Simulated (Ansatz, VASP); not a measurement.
# One calculation of ZrWS3, two programs

```xyz
5
Lattice="4.5873 0.0000 0.0000 0.0000 4.5873 0.0000 0.0000 0.0000 4.5873" Properties=species:S:1:pos:R:3 pbc="T T T"
Zr    0.0000    0.0000    0.0000
W     2.2936    2.2936    2.2936
S     0.0000    2.2936    2.2936
S     2.2936    2.2936    0.0000
S     2.2936    0.0000    2.2936
```

Change from the starting cell: species swapped into the YbRh3C type (Pm-3m, No. 221).

Alike in both runs: task single point; functional PBE; k mesh 4 × 4 × 4; occupations gaussian, width 0.1 eV; no spin polarisation.

```csv
,VASP,Ansatz
version,VASP 6.6.1,Ansatz 0.2.0
potentials or method,"VASP PAW PBE potentials, release 64 (Zr_sv, W_sv, S)","scalar-relativistic, plane waves, PAW"
plane-wave cutoff (eV),520,420
valence electrons in the cell,44,44
```

```csv
,VASP,Ansatz,Ansatz less VASP
gap on the k mesh at the Fermi level (eV),none,none,-
pressure (GPa),4.2,4.2,0.00
```

A gap of «none» marks a metal or a gap that the smearing closes.

Spin-orbit coupling is left out, which matters for the levels of W.
